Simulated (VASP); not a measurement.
Data:

```
AlN
1.0
    0.00000     2.17441     2.17441
    2.17441     0.00000     2.17441
    2.17441     2.17441     0.00000
Al N
1 1
Cartesian
  0.00000   0.00000   0.00000
  1.08721   1.08721   1.08721
```

These are optB88-vdW, VASP's PBE PAW potentials (set 64) (plane waves; VASP) values and carry that method's errors. Settings: 520 eV cut-off, 10×10×10 Γ-centred mesh, Gaussian smearing of 0.050 eV, potentials Al N.

Question: Give the stress tensor in GPa (positive for a compressed cell).

Answer: 
```
6.39  0.00  0.00
0.00  6.39  0.00
0.00  0.00  6.39
```
The pressure is its mean diagonal, 6.39 GPa.

The compound is AlN in the zinc blende structure, a metastable form; wurtzite is the usual one. This cell is one point of a volume scan, at 0.97 of the reference volume.
